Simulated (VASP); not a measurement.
# ScInF4 (P4/mmm) in VASP: notebook

Runs on ScInF4. Level: PBE. Tasks: single point.

Program: VASP 6.6.1. These are calculated values, not measurements. Logs are shortened: lines on timing, memory, paths and dates and some standing lists are left out, and cuts for length are marked.

### 1 Starting point

The structure is tetragonal, space group P4/mmm (No. 123). Conventional cell: a = 4.099 Å, b = 4.099 Å, c = 6.858 Å, α = 90.00°, β = 90.00°, γ = 90.00°. Around Sc (site symmetry 4/mmm) lie 8 F at 3.18 Å. In (site symmetry 4/mmm) is surrounded by 6 F at 2.05 to 2.12 Å. F (site symmetry 4mm) is surrounded by 1 In at 2.12 Å. F (site symmetry mmm) is surrounded by 2 In at 2.05 Å.

The cell was built by a generator and needn't be a form met in nature.

### 2 Single point, PBE

Input file INCAR:

```
PREC = Accurate ; ENCUT = 520
EDIFF = 1E-6 ; ISMEAR = 0
SIGMA = 0.1 ; LREAL = False
LASPH = True ; NELM = 100
ALGO = Fast ; ISIF = 2
LWAVE = False ; LCHARG = False
GGA = PE ; NBANDS = 35
```

Input file KPOINTS:

```
Automatic mesh
0
Gamma
  10 10 6
```

Input file POSCAR:

```
ScInF4
1.0
    4.0987951519      0.0000000000      0.0000000000
    0.0000000000      4.0987951519      0.0000000000
    0.0000000000      0.0000000000      6.8584279098
Sc In F
1 1 4
Direct
    0.5000000000      0.5000000000      0.5000000000
    0.0000000000      0.0000000000      0.0000000000
    0.0000000000      0.0000000000      0.6913520293
    0.5000000000      0.0000000000      0.0000000000
    0.0000000000      0.5000000000      0.0000000000
    0.0000000000      0.0000000000      0.3086479707
```

Potentials or basis: VASP PAW PBE potentials, release 64 (Sc_sv, In_d, F).

The run is started by

```
cat potpaw_PBE.64/Sc_sv/POTCAR potpaw_PBE.64/In_d/POTCAR potpaw_PBE.64/F/POTCAR > POTCAR
mpirun -np 1 vasp_std > vasp.out
```

OUTCAR:

```text
PREC = Accurate
   ENCUT = 520
   EDIFF = 1E-6
   ISMEAR = 0
   LREAL = False
   LASPH = True
   NELM = 100
   ISIF = 2
   GGA = PE

 ion  position               nearest neighbor table
   1  0.500  0.500  0.500-
   2  0.000  0.000  0.000-   4 2.05   5 2.05   5 2.05   4 2.05   3 2.12   6 2.12
   3  0.000  0.000  0.691-   2 2.12
   4  0.500  0.000  0.000-   2 2.05   2 2.05
   5  0.000  0.500  0.000-   2 2.05   2 2.05
   6  0.000  0.000  0.309-   2 2.12

  LATTYP: Found a simple tetragonal cell.
 ALAT       =     4.0987951519
 C/A-ratio  =     1.6732790139

  Lattice vectors:

 A1 = (   4.0987951519,   0.0000000000,   0.0000000000)
 A2 = (   0.0000000000,   4.0987951519,   0.0000000000)
 A3 = (   0.0000000000,   0.0000000000,   6.8584279098)

Analysis of symmetry for initial positions (statically):
=====================================================================
 Subroutine PRICEL returns:
 Original cell was already a primitive cell.

 Routine SETGRP: Setting up the symmetry group for a
 simple tetragonal supercell.

 Subroutine GETGRP returns: Found 16 space group operations
 (whereof 16 operations were pure point group operations)
 out of a pool of 16 trial point group operations.

The static configuration has the point symmetry D_4h.

Analysis of symmetry for dynamics (positions and initial velocities):
=====================================================================
 Subroutine PRICEL returns:
 Original cell was already a primitive cell.

 Routine SETGRP: Setting up the symmetry group for a
 simple tetragonal supercell.

 Subroutine GETGRP returns: Found 16 space group operations
 (whereof 16 operations were pure point group operations)
 out of a pool of 16 trial point group operations.

The dynamic configuration has the point symmetry D_4h.

 Subroutine INISYM returns: Found 16 space group operations
 (whereof 16 operations are pure point group operations),
 and found     1 'primitive' translations

----------------------------------------------------------------------------------------

                                     Primitive cell

  volume of cell :     115.2224

  direct lattice vectors                    reciprocal lattice vectors
     4.098795152  0.000000000  0.000000000     0.243974135  0.000000000  0.000000000
     0.000000000  4.098795152  0.000000000     0.000000000  0.243974135  0.000000000
     0.000000000  0.000000000  6.858427910     0.000000000  0.000000000  0.145806009

  length of vectors
     4.098795152  4.098795152  6.858427910     0.243974135  0.243974135  0.145806009

  position of ions in fractional coordinates (direct lattice)
     0.500000000  0.500000000  0.500000000
     0.000000000  0.000000000  0.000000000
     0.000000000  0.000000000  0.691352029
     0.500000000  0.000000000  0.000000000
     0.000000000  0.500000000  0.000000000
     0.000000000  0.000000000  0.308647971

  ion indices of the primitive-cell ions
   primitive index   ion index
                 1           1
                 2           2
                 3           3
                 4           4
                 5           5
                 6           6

----------------------------------------------------------------------------------------

 KPOINTS: Automatic mesh

Automatic generation of k-mesh.
 Grid dimensions read from file:
 generate k-points for:   10   10    6

 Generating k-lattice:

  Cartesian coordinates                     Fractional coordinates (reciprocal lattice)
     0.024397413  0.000000000  0.000000000     0.100000000  0.000000000  0.000000000
     0.000000000  0.024397413  0.000000000     0.000000000  0.100000000  0.000000000
     0.000000000  0.000000000  0.024301001     0.000000000  0.000000000  0.166666667

  Length of vectors
     0.024397413  0.024397413  0.024301001

  Shift w.r.t. Gamma in fractional coordinates (k-lattice)
     0.000000000  0.000000000  0.000000000

 Subroutine IBZKPT returns following result:
 ===========================================

 Found     84 irreducible k-points:

 Following reciprocal coordinates:
            Coordinates               Weight
  0.000000  0.000000  0.000000      1.000000
  0.100000  0.000000  0.000000      4.000000
  0.200000  0.000000  0.000000      4.000000
  0.300000  0.000000  0.000000      4.000000
  0.400000  0.000000  0.000000      4.000000
  0.500000  0.000000  0.000000      2.000000
[... 16 lines left out ...]
  0.100000  0.000000  0.166667      8.000000
  0.200000  0.000000  0.166667      8.000000
 [... further k-points ...]
   k-points           NKPTS =     84   k-points in BZ     NKDIM =     84   number of bands    NBANDS=     35
   number of dos      NEDOS =    301   number of ions     NIONS =      6
   total plane-waves  NPLWV =  48600
   dimension x,y,z NGX =    30 NGY =   30 NGZ =   54
   dimension x,y,z NGXF=    60 NGYF=   60 NGZF=  108
   ions per type =               1   1   4
   NGX,Y,Z   is equivalent  to a cutoff of  12.17, 12.17, 13.09 a.u.
   NGXF,Y,Z  is equivalent  to a cutoff of  24.34, 24.34, 26.18 a.u.
 SYSTEM =  unknown system
   PREC   = accura    normal or accurate (medium, high low for compatibility)
   ISTART =      0    job   : 0-new  1-cont  2-samecut
   ICHARG =      2    charge: 1-file 2-atom 10-const
   ISPIN  =      1    spin polarized calculation?
   LNONCOLLINEAR =      F non collinear calculations
   LSORBIT =      F    spin-orbit coupling
   LASPH  =      T    aspherical Exc in radial PAW
   ENCUT  =  520.0 eV  38.22 Ry    6.18 a.u.   7.62  7.62 12.75*2*pi/ulx,y,z
   NELM   =    100;   NELMIN=  2; NELMDL= -5     # of ELM steps
   EDIFF  = 0.1E-05   stopping-criterion for ELM
   LREAL  =      F    real-space projection
   EDIFFG = 0.1E-04   stopping-criterion for IOM
   NSW    =      0    number of steps for IOM
   IBRION =     -1    ionic relax: 0-MD 1-quasi-New 2-CG
   NFREE  =      0    steps in history (QN), initial steepest desc. (CG)
   ISIF   =      2    stress and relaxation
   ISYM   =      2    0-nonsym 1-usesym 2-fastsym
   POTIM  = 0.5000    time-step for ionic-motion
   TEBEG  =    0.0;   TEEND  =   0.0 temperature during run
   PSTRESS=    0.0 pullay stress
   NELECT =      52.0000    total number of electrons
   NUPDOWN=      -1.0000    fix difference up-down
   EMIN   =  10.00;   EMAX   =-10.00  energy-range for DOS
   EFERMI =   0.00;   METHOD = LEGACY
   ISMEAR =     0;   SIGMA  =   0.10  broadening in eV -4-tet -1-fermi 0-gaus
   EFERMI_NEDOS =   21; number of points for ismear=-14 and -15
   IALGO  =     68    algorithm
   IMIX   =      4    mixing-type and parameters
     AMIX     =   0.40;   BMIX     =  1.00
     AMIX_MAG =   1.60;   BMIX_MAG =  1.00
  volume/ion in A,a.u.               =      19.20       129.59
  Fermi-wavevector in a.u.,A,eV,Ry     =   1.255732  2.372989 21.454520  1.576863
  Thomas-Fermi vector in A             =   2.389474
   LORBIT       =      0    0 simple, 1 ext, 2 COOP (PROOUT), +10 PAW based schemes
   GGA     = PE    functional components
   LHFCALC =     F    Hartree Fock is set to
   AEXX    =    0.0000 exact exchange contribution
   IVDW    =     0    specifies the selected vdW correction
   LEPSILON=     F    determine dielectric tensor
   LRPA    =     F    only Hartree local field effects (RPA)
 non-spin polarized calculation
 RMM-DIIS sequential band-by-band and
 Gauss-broadening in eV      SIGMA  =   0.10
  energy-cutoff  :      520.00
  volume of cell :      115.22
 maximum number of plane-waves:      3124
   NGX = 15   NGY = 15   NGZ = 25

 number of electron      51.9999993 magnetization

 Free energy of the ion-electron system (eV)
  ---------------------------------------------------
  ext. energy  EPLUGINS =         0.00000000
  ---------------------------------------------------
  free energy    TOTEN  =       -27.24599757 eV

  energy without entropy =      -27.20684267  energy(sigma->0) =      -27.22642012

 E-fermi :   3.1465     XC(G=0):  -8.4238

 val. band max:        3.1423875316   @ k =   0.1000   0.1000   0.0000
 cond. band min:       3.1470489172   @ k =   0.2000   0.2000   0.0000
 fundamental gap:      0.0046613857
 Fermi energy:         3.1464806530

 k-point     1 :       0.0000    0.0000    0.0000
  band No.  band energies     occupation
      1     -48.4033      2.00000
      2     -27.1981      2.00000
      3     -26.9070      2.00000
      4     -26.9070      2.00000
      5     -22.5652      2.00000
      6     -22.2744      2.00000
[... 27 lines left out ...]
     34      10.0028      0.00000
     35      11.0955      0.00000

 k-point     2 :       0.1000    0.0000    0.0000
  band No.  band energies     occupation
      1     -48.4032      2.00000
      2     -27.1979      2.00000
      3     -26.9086      2.00000
      4     -26.9069      2.00000
      5     -22.5475      2.00000
      6     -22.2689      2.00000
[... 27 lines left out ...]
     34       9.7318      0.00000
     35      10.4244      0.00000

 k-point     3 :       0.2000    0.0000    0.0000
  band No.  band energies     occupation
      1     -48.4030      2.00000
      2     -27.1975      2.00000
      3     -26.9127      2.00000
      4     -26.9066      2.00000
      5     -22.5032      2.00000
      6     -22.2507      2.00000
[... 27 lines left out ...]
     34       8.7376      0.00000
     35      10.6925      0.00000
[... 723 lines left out ...]
 k-point    23 :       0.1000    0.0000    0.1667
  band No.  band energies     occupation
      1     -48.4032      2.00000
      2     -27.1979      2.00000
      3     -26.9086      2.00000
      4     -26.9069      2.00000
      5     -22.5472      2.00000
      6     -22.2688      2.00000
[... 27 lines left out ...]
     34       9.8787      0.00000
     35      11.1604      0.00000

 k-point    24 :       0.2000    0.0000    0.1667
  band No.  band energies     occupation
      1     -48.4030      2.00000
      2     -27.1975      2.00000
      3     -26.9127      2.00000
      4     -26.9066      2.00000
      5     -22.5031      2.00000
      6     -22.2506      2.00000
[... 27 lines left out ...]
     34       8.8019      0.00000
     35      10.0043      0.00000

 [... further k-points ...]
[... 5 lines left out ...]
  --------------------------------------------------------------------------------------
  -------------------------------------------------------------------------------------
  Total        0.1136687      0.1136687      0.1315962      0.0000000     -0.0000000      0.0000000
  in kB        1.5805729      1.5805729      1.8298561      0.0000000     -0.0000000      0.0000000
  external PRESSURE =       1.6636673 kB  Pullay stress =       0.0000000 kB

 VOLUME and BASIS-vectors are now :
 -----------------------------------------------------------------------------
  energy-cutoff  :      520.00
  volume of cell :      115.22
      direct lattice vectors                 reciprocal lattice vectors
     4.098795152  0.000000000  0.000000000     0.243974135  0.000000000  0.000000000
     0.000000000  4.098795152  0.000000000     0.000000000  0.243974135  0.000000000
     0.000000000  0.000000000  6.858427910     0.000000000  0.000000000  0.145806009

 POSITION                                       TOTAL-FORCE (eV/Angst)
 -----------------------------------------------------------------------------------
      2.04940      2.04940      3.42921        -0.000000      0.000000      0.000000
      0.00000      0.00000      0.00000        -0.000000      0.000000      0.000000
      0.00000      0.00000      4.74159        -0.000000      0.000000     -0.072778
      2.04940      0.00000      0.00000        -0.000000      0.000000      0.000000
      0.00000      2.04940      0.00000        -0.000000      0.000000      0.000000
      0.00000      0.00000      2.11684         0.000000     -0.000000      0.072778
 -----------------------------------------------------------------------------------
    total drift:                                0.000000     -0.000000      0.000000

  FREE ENERGIE OF THE ION-ELECTRON SYSTEM (eV)
  ---------------------------------------------------
  free  energy   TOTEN  =       -27.2459975699 eV

  energy  without entropy=      -27.2068426736  energy(sigma->0) =      -27.22642012
```

It took 6 min on 1 thread of Intel Xeon Platinum 8488C (Sapphire Rapids), shared host; peak memory 0.43 GiB.

Results:

* Free energy: -27.2460 eV
* Pressure: 0.2 GPa
* Largest force: 0.073 eV/Å
* Band gap on the k mesh: none (metal or under the smearing width)

Forces on the atoms (eV/Å):
```
Sc   0.000  0.000  0.000
In   0.000  0.000  0.000
F    0.000  0.000 -0.073
F    0.000  0.000  0.000
F    0.000  0.000  0.000
F    0.000  0.000  0.073
```

Levels at points of the mesh, in eV from the Fermi level:
```
           k point  band 24  band 25  band 26  band 27  band 28  band 29
(0.00, 0.00, 0.00)    -5.14    -5.14    -1.78    -0.38    -0.03     0.62
(0.50, 0.00, 0.00)    -5.09    -5.06    -0.14     0.14     0.15     0.53
(0.50, 0.50, 0.00)    -5.07    -5.07     0.19     0.42     0.42     0.49
(0.00, 0.00, 0.50)    -5.15    -5.15    -0.86    -0.36    -0.06     0.09
(0.50, 0.00, 0.50)    -5.12    -4.62    -0.14     0.05     0.22     0.54
(0.50, 0.50, 0.50)    -5.30    -4.51     0.13     0.40     0.40     0.47
```

### 3 Single point, PBE

This run uses another cell than the first one, of 19.16 Å³/atom, 0.998 times its volume.

Input file INCAR:

```
PREC = Accurate
ENCUT = 520
EDIFF = 1E-7
ISMEAR = 0
SIGMA = 0.1
LREAL = False
LASPH = True
NELM = 100
ALGO = Normal
ISIF = 2
LWAVE = False
LCHARG = False
GGA = PE
NBANDS = 35
```

Input file KPOINTS:

```
regular mesh
0
Gamma
  4 4 4
```

Input file POSCAR:

```
ScInF4
1.0
    4.1580000000      0.0000000000      0.0000000000
    0.0000000000      4.1580000000      0.0000000000
    0.0000000000      0.0000000000      6.6494897400
Sc In F
1 1 4
Direct
    0.5000000000      0.5000000000      0.5000000000
    0.0000000000      0.0000000000      0.0000000000
    0.0000000000      0.0000000000      0.6841862900
    0.5000000000      0.0000000000      0.0000000000
    0.0000000000      0.5000000000      0.0000000000
    0.0000000000      0.0000000000      0.3158137100
```

Potentials or basis: VASP PAW PBE potentials, release 64 (Sc_sv, In_d, F).

The run is started by

```
cat potpaw_PBE.64/Sc_sv/POTCAR potpaw_PBE.64/In_d/POTCAR potpaw_PBE.64/F/POTCAR > POTCAR
mpirun -np 1 vasp_std > vasp.out
```

Wall time 82 s (1 thread of Intel Xeon Platinum 8375C at 2.90GHz (Ice Lake), shared host); peak memory 0.24 GiB.

The run converged. Its results:

- Free energy: -27.1951 eV
- Pressure: -0.6 GPa
- Largest force: 0.058 eV/Å
- Band gap on the k mesh: none (metal or under the smearing width)

Forces on the atoms (eV/Å):
```
Sc   0.000  0.000  0.000
In   0.000  0.000  0.000
F    0.000  0.000  0.058
F    0.000  0.000  0.000
F    0.000  0.000  0.000
F    0.000  0.000 -0.058
```

Stress tensor (GPa, compression positive):
```
-1.72  0.00  0.00
 0.00 -1.72  0.00
 0.00  0.00  1.54
```

Levels at points of the mesh, in eV from the Fermi level:
| k point | band 24 | band 25 | band 26 | band 27 | band 28 | band 29 |
| --- | --- | --- | --- | --- | --- | --- |
| (0.00, 0.00, 0.00) | -5.06 | -5.01 | -1.75 | -0.42 | -0.04 | 0.53 |
| (0.50, 0.00, 0.00) | -5.01 | -4.92 | -0.13 | 0.10 | 0.11 | 0.44 |
| (0.50, 0.50, 0.00) | -4.93 | -4.93 | 0.17 | 0.36 | 0.36 | 0.41 |
| (0.00, 0.00, 0.50) | -5.07 | -5.07 | -0.79 | -0.39 | 0.05 | 0.10 |
| (0.50, 0.00, 0.50) | -5.04 | -4.40 | -0.13 | 0.00 | 0.19 | 0.45 |
| (0.50, 0.50, 0.50) | -5.21 | -4.26 | 0.11 | 0.33 | 0.33 | 0.39 |

Caveat: the k mesh is coarse (spacing up to 0.38 Å⁻¹), so the values aren't converged.
